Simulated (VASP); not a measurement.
An input for Quantum ESPRESSO's pw.x (written as the equivalent of a VASP run, and not itself run):

```
&CONTROL
  calculation = 'scf'
  pseudo_dir = './pseudo'
  outdir = './out'
  tprnfor = .true.
  tstress = .true.
/
&SYSTEM
  ibrav = 0
  nat = 2
  ntyp = 2
  ecutwfc = 44
  occupations = 'smearing'
  smearing = 'gaussian'
  degauss = 0.003675
  input_dft = 'pbe'
/
&ELECTRONS
  conv_thr = 7.3e-08
  electron_maxstep = 100
/
ATOMIC_SPECIES
  Al 26.982 Al.upf
  P 30.974 P.upf
CELL_PARAMETERS angstrom
     0.0000000    2.6819500    2.6732490
     2.7055550    0.0000000    2.6732490
     2.7055550    2.6819500    0.0000000
ATOMIC_POSITIONS crystal
  Al   0.0000000  0.0000000  0.0000000
  P    0.2373560  0.2626440  0.2626440
K_POINTS automatic
  8 8 8 0 0 0
```

Task: Translate this input to VASP (INCAR, KPOINTS, POSCAR, choice of POTCAR).

Result: One answer among several that fit: 
**INCAR**
```
ALGO=Normal
EDIFF=1E-6
ENCUT=800
GGA=PE
ISIF=2
ISMEAR=0
LASPH=.TRUE.
LCHARG=.FALSE.
LREAL=.FALSE.
LWAVE=.FALSE.
NELM=100
PREC=Accurate
SIGMA=0.05
SYSTEM=AlP
```

POSCAR:
```
AlP
1
    0.0000000000     2.6819500000     2.6732490000
    2.7055550000     0.0000000000     2.6732490000
    2.7055550000     2.6819500000     0.0000000000
Al P
1 1
Direct
  0.0000000000   0.0000000000   0.0000000000
  0.2373560000   0.2626440000   0.2626440000
```

File KPOINTS:
```
K-points
0
Gamma
  8 8 8
0 0 0
```

POTCAR, in this order: Al P_h (PBE.64 set). Program: vasp_std.

Limits of the translation: the potentials are each code's own (VASP's PAW set, PseudoDojo norm-conserving files in pw.x), so ENCUT and ecutwfc are chosen apart and not converted; conv_thr bounds pw.x's estimated SCF error, while EDIFF bounds the energy change between steps.

The compound is AlP in the zinc blende structure. The cell was not relaxed at this level, atoms are displaced from their ideal sites. The run is one of a series of settings (ENCUT = 800, POTCAR Al P_h (PBE.64 set) against the base run), some of them coarse on purpose.
